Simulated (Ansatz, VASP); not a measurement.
**Two plane-wave programs on B4Au**

```xyz
10
Lattice="-3.1983 0.0566 -0.1064 -0.1726 4.8136 -0.2442 -0.0841 0.7003 -6.2921" Properties=species:S:1:pos:R:3 pbc="T T T"
B    -2.0236    1.1249   -6.1538
B    -1.0516    0.8625   -3.5326
B    -2.9197    4.4812   -1.5315
B    -2.6789    1.0610   -4.4399
B    -0.3638    3.0246   -0.5828
B    -0.3987    2.5935   -3.6232
B    -0.6191    5.2670   -6.1625
B    -0.2656    4.3260   -3.0808
Au   -1.9090    2.2355   -1.8767
Au   -1.8884    3.1702   -5.2696
```

Change from the starting cell: the structure that the rattled cell fell into.

Alike in both runs: functional PBE; k mesh 6 × 4 × 4; occupations gaussian, width 0.1 eV; no spin polarisation.

Ansatz relaxed the structure, and its values are those at the end. VASP's run is a single point on that final structure, the one shown.

```csv
,VASP,Ansatz
version,VASP 6.6.1,Ansatz 0.2.0
potentials or method,"VASP PAW PBE potentials, release 64 (B, Au)","scalar-relativistic, plane waves, PAW"
plane-wave cutoff (eV),520,420
valence electrons in the cell,46,62
```

VASP gave:

- gap on the k mesh at the Fermi level (eV): none
- pressure (GPa): 0.1
- rms of the force components (eV/Å): 0.015

**Question.** Which values does Ansatz return?

**Answer.** gap on the k mesh at the Fermi level (eV): none; pressure (GPa): 0.2; rms of the force components (eV/Å): 0.015.

A gap of «none» marks a metal or a gap that the smearing closes. The two sets of potentials don't hold the same shells in valence.

Spin-orbit coupling is left out, which matters for the levels of Au.
